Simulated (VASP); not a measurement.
A VASP calculation is set up with these files.

### POSCAR
```
ZnSe
5.670
  0.0000000000   0.5000000000   0.5000000000
  0.5000000000   0.0000000000   0.5000000000
  0.5000000000   0.5000000000   0.0000000000
Zn Se
1 1
Cart
 -0.0019220000   0.0063120000   0.0056750000
  0.2519220000   0.2436880000   0.2443250000
```

**INCAR**
```
ALGO = Normal
EDIFF = 1E-6
ENCUT = 300
ISIF = 2
ISMEAR = -1
LASPH = .True.
LCHARG = .False.
LMAXMIX = 4
LREAL = .False.
LWAVE = .False.
NELM = 100
PREC = Accurate
SIGMA = 0.02
SYSTEM = ZnSe
```

**KPOINTS**
```
kpoints
0
gamma
5 5 5
0 0 0
```

POTCAR, in this order: Zn Se (LDA.64 set). Program: vasp_std.

Q: Translate this LDA calculation to Quantum ESPRESSO's pw.x.

A: One equivalent input (not run):
```
&CONTROL
  calculation = 'scf'
  pseudo_dir = './pseudo'
  outdir = './out'
  tprnfor = .true.
  tstress = .true.
/
&SYSTEM
  ibrav = 0
  nat = 2
  ntyp = 2
  ecutwfc = 86
  occupations = 'smearing'
  smearing = 'fermi-dirac'
  degauss = 0.00147
  input_dft = 'pz'
/
&ELECTRONS
  conv_thr = 7.3e-08
  electron_maxstep = 100
/
ATOMIC_SPECIES
  Zn 65.380 Zn.upf
  Se 78.971 Se.upf
CELL_PARAMETERS angstrom
     0.0000000    2.8350000    2.8350000
     2.8350000    0.0000000    2.8350000
     2.8350000    2.8350000    0.0000000
ATOMIC_POSITIONS crystal
  Zn   0.0139090 -0.0025590 -0.0012850
  Se   0.2360910  0.2525590  0.2512850
K_POINTS automatic
  5 5 5 0 0 0
```
Limits of the translation: the potentials are each code's own (VASP's PAW set, PseudoDojo norm-conserving files in pw.x), so ENCUT and ecutwfc are chosen apart and not converted; conv_thr bounds pw.x's estimated SCF error, while EDIFF bounds the energy change between steps.

The structure is a typed ZnSe crystal. The cell was not relaxed at this level, atoms are displaced from their ideal sites.
